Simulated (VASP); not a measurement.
Calculation: r2SCAN meta-GGA, VASP's PBE PAW potentials (set 64) (plane waves; VASP).

Input for VASP

### POSCAR
```
Y
1
    3.6816389749    -0.0000000000     0.0000000000
   -1.8408194874     3.1883931633    -0.0000000000
    0.0000000000    -0.0000000000     5.6771613524
Y
2
Direct
  0.6666670000   0.3333330000   0.7500000000
  0.3333330000   0.6666670000   0.2500000000
```

INCAR:
```
SYSTEM = Y
PREC = Accurate
ENCUT = 480
EDIFF = 1E-6
NELM = 100
ALGO = Normal
LREAL = .FALSE.
LASPH = .TRUE.
ISMEAR = 1
SIGMA = 0.1
METAGGA = R2SCAN
LMIXTAU = .TRUE.
LMAXMIX = 4
LWAVE = .FALSE.
LCHARG = .FALSE.
IBRION = 2
ISIF = 3
NSW = 60
EDIFFG = -0.01
```

KPOINTS:
```
kpoints
0
gamma
10 10 6
0 0 0
```

POTCAR, in this order: Y_sv (PBE.64 set). Program: vasp_std.

Output of the run:

### OSZICAR
```
       N       E                     dE             d eps       ncg     rms          rms(c)
DAV:   1     0.541730107872E+02    0.54173E+02   -0.11561E+04  1680   0.135E+03
DAV:   2    -0.387931744730E+02   -0.92966E+02   -0.91982E+02  2086   0.284E+02
DAV:   3    -0.477453826097E+02   -0.89522E+01   -0.88790E+01  3275   0.491E+01
DAV:   4    -0.479515901409E+02   -0.20621E+00   -0.20620E+00  1932   0.868E+00
DAV:   5    -0.479594225585E+02   -0.78324E-02   -0.78324E-02  2387   0.116E+00    0.309E+01
DAV:   6    -0.422861611128E+02    0.56733E+01   -0.94466E+00  2112   0.151E+01    0.217E+01
DAV:   7    -0.402402136628E+02    0.20459E+01   -0.48327E+00  2912   0.121E+01    0.368E+00
DAV:   8    -0.394857313032E+02    0.75448E+00   -0.24530E+00  2879   0.108E+01    0.567E+00
DAV:   9    -0.402456522541E+02   -0.75992E+00   -0.15092E+00  1680   0.101E+01    0.462E+00
DAV:  10    -0.405316418037E+02   -0.28599E+00   -0.11549E-01  1750   0.381E+00    0.352E-01
DAV:  11    -0.405566459481E+02   -0.25004E-01   -0.80598E-02  1961   0.267E+00    0.120E+00
DAV:  12    -0.405412769680E+02    0.15369E-01   -0.88905E-03  1787   0.106E+00    0.299E-01
DAV:  13    -0.405472592812E+02   -0.59823E-02   -0.80979E-03  1792   0.875E-01    0.491E-01
DAV:  14    -0.405411815671E+02    0.60777E-02   -0.27804E-03  1694   0.556E-01    0.213E-01
DAV:  15    -0.405442174275E+02   -0.30359E-02   -0.17550E-03  1953   0.403E-01    0.573E-02
DAV:  16    -0.405446295322E+02   -0.41210E-03   -0.19306E-04  1918   0.167E-01    0.475E-02
DAV:  17    -0.405445662817E+02    0.63250E-04   -0.76753E-05  2450   0.650E-02    0.202E-02
DAV:  18    -0.405445553370E+02    0.10945E-04   -0.29760E-05  1792   0.456E-02    0.261E-02
DAV:  19    -0.405445550276E+02    0.30937E-06   -0.13959E-05  1785   0.391E-02    0.132E-02
DAV:  20    -0.405445646475E+02   -0.96199E-05   -0.30835E-06  1526   0.152E-02    0.834E-03
DAV:  21    -0.405445610684E+02    0.35791E-05   -0.23142E-07   987   0.513E-03    0.674E-03
DAV:  22    -0.405445620251E+02   -0.95668E-06   -0.38278E-07   896   0.623E-03
   1 F= -.40544562E+02 E0= -.40545118E+02  d E =-.405446E+02
       N       E                     dE             d eps       ncg     rms          rms(c)
DAV:   1    -0.405448744777E+02   -0.31341E-03   -0.84853E-03  2233   0.718E-01    0.123E-01
DAV:   2    -0.405446239012E+02    0.25058E-03   -0.77542E-04  1887   0.218E-01    0.618E-02
DAV:   3    -0.405445923949E+02    0.31506E-04   -0.68253E-04  2628   0.150E-01    0.418E-02
DAV:   4    -0.405445668971E+02    0.25498E-04   -0.47928E-05  2074   0.508E-02    0.282E-02
DAV:   5    -0.405445896888E+02   -0.22792E-04   -0.13474E-05  1820   0.345E-02    0.111E-02
DAV:   6    -0.405445660336E+02    0.23655E-04   -0.90144E-06  1693   0.287E-02    0.385E-03
DAV:   7    -0.405445829622E+02   -0.16929E-04   -0.67379E-06  1743   0.168E-02    0.408E-03
DAV:   8    -0.405445708111E+02    0.12151E-04   -0.11551E-06   910   0.109E-02    0.248E-03
DAV:   9    -0.405445776285E+02   -0.68174E-05   -0.51774E-07   882   0.724E-03    0.536E-04
DAV:  10    -0.405445752736E+02    0.23549E-05   -0.15177E-07   882   0.347E-03    0.487E-04
DAV:  11    -0.405445753338E+02   -0.60159E-07   -0.34298E-08   882   0.142E-03
   2 F= -.40544575E+02 E0= -.40545123E+02  d E =-.133087E-04
```

File OUTCAR:
```
------------------------ aborting loop because EDIFF is reached ----------------------------------------
  FORCE on cell =-STRESS in cart. coord.  units (eV):
  Direction    XX          YY          ZZ          XY          YZ          ZX
  --------------------------------------------------------------------------------------
  Total       -0.0033744     -0.0033744     -0.0105251     -0.0000000      0.0000000      0.0000000
  in kB       -0.0810160     -0.0810160     -0.2526938     -0.0000000      0.0000000      0.0000000
  external PRESSURE =      -0.1382419 kB  Pullay stress =       0.0000000 kB
  volume of cell :       66.73
      direct lattice vectors                 reciprocal lattice vectors
     3.684280648  0.000000000  0.000000000     0.271423405  0.156706362 -0.000000000
    -1.842140324  3.190680920 -0.000000000    -0.000000000  0.313412724  0.000000000
     0.000000000  0.000000000  5.676824510    -0.000000000  0.000000000  0.176154820
 POSITION                                       TOTAL-FORCE (eV/Angst)
 -----------------------------------------------------------------------------------
      1.84214      1.06356      4.25762         0.000000     -0.000000      0.000000
     -0.00000      2.12712      1.41921        -0.000000      0.000000      0.000000
 -----------------------------------------------------------------------------------
    total drift:                                0.000221     -0.000127      0.000309
  FREE ENERGIE OF THE ION-ELECTRON SYSTEM (eV)
  ---------------------------------------------------
  free  energy   TOTEN  =       -40.5445753338 eV

  energy  without entropy=      -40.5462178531  energy(sigma->0) =      -40.54512284

 reached required accuracy - stopping structural energy minimisation
```
(Selected blocks of OUTCAR.)

### CONTCAR
```
Y
   1.00000000000000
     3.6842806476908661    0.0000000000000414    0.0000000000000000
    -1.8421403237953613    3.1906809196555552   -0.0000000000000000
     0.0000000000000000    0.0000000000000000    5.6768245096301548
  Y
     2
Direct
     0.6666669999999968    0.3333330000000032    0.7500000000000000
     0.3333330000000032    0.6666669999999968    0.2500000000000000
```

The compound is Y in the hcp structure. This run relaxes it. Symmetry was kept, so distortions that lower it aren't found. The start is the result of an earlier pass.
